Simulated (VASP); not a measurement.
```yaml
crystal:
  lattice:
    - [-2.23438, 2.23438, 2.23438]
    - [2.23438, -2.23438, 2.23438]
    - [2.23438, 2.23438, -2.23438]
  atoms:
    - { symbol: Eu, position: [0.00000, 0.00000, 0.00000] }
```

The numbers are results of PBE GGA, VASP's PBE PAW potentials (set 64) (plane waves; VASP), not measurements. Run with 300 eV cut-off, 8×8×8 Γ-centred mesh, Gaussian smearing of 0.20 eV, potentials Eu.

At this cut-off the stress carries a Pulay error, which pulls relaxed volumes low. The run has a spin-polarised start.

**Question.** Give the stress tensor in GPa (positive for a compressed cell).

**Answer.** 
```
-2.77   0.00   0.00
 0.00  -2.77   0.00
 0.00   0.00  -2.77
```
The pressure is its mean diagonal, -2.77 GPa.

The structure comes from a computed database's Eu entry; how it stands against other phases isn't given here. The cell was not relaxed at this level.
